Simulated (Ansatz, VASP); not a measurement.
# CdSnSe2: VASP beside Ansatz

```
Cd Sn Se
1.0
     5.62020    0.00000    0.00000
     0.00000    5.62020    0.00000
     0.00000    0.00000    3.15024
Cd Sn Se
1 1 2
Cartesian
  2.8101 2.8101 1.5751
  0.0000 0.0000 0.0000
  2.8101 0.0000 0.0000
  0.0000 2.8101 0.0000
```

Alike in both runs: functional PBE; k mesh 4 × 4 × 6; occupations gaussian, width 0.1 eV; no spin polarisation.

Ansatz relaxed the structure, and its values are those at the end. VASP's run is a single point on that final structure, the one shown.

|  | VASP | Ansatz |
| --- | --- | --- |
| version | VASP 6.6.1 | Ansatz 0.2.0 |
| potentials or method | VASP PAW PBE potentials, release 64 (Cd, Sn_d, Se) | scalar-relativistic, plane waves, PAW |
| plane-wave cutoff (eV) | 520 | 420 |
| valence electrons in the cell | 38 | 66 |

|  | VASP | Ansatz | Ansatz less VASP |
| --- | --- | --- | --- |
| gap on the k mesh at the Fermi level (eV) | none | none | - |
| pressure (GPa) | 0.1 | 0.0 | -0.07 |

A gap of «none» marks a metal or a gap that the smearing closes. The two sets of potentials don't hold the same shells in valence.
